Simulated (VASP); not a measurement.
Consider the following.

```
BeS
1.0
    0.00000     2.41325     2.41325
    2.41325     0.00000     2.41325
    2.41325     2.41325     0.00000
Be S
1 1
Direct
  0.00000   0.00000   0.00000
  0.25000   0.25000   0.25000
```

All values below come from optB88-vdW, VASP's PBE PAW potentials (set 64) (plane waves; VASP). Settings: 520 eV cut-off, 9×9×9 Γ-centred mesh, Gaussian smearing of 0.050 eV, potentials Be S.

Question: What does the run give for the energy per atom (σ→0), pressure?

Answer: 
energy per atom (σ→0): -4.068 eV/atom
pressure: 2.97 GPa

Only differences to runs with the same potentials and settings are physical.

The compound is BeS in the zinc blende structure. This cell is one point of a volume scan, at 0.97 of the reference volume.
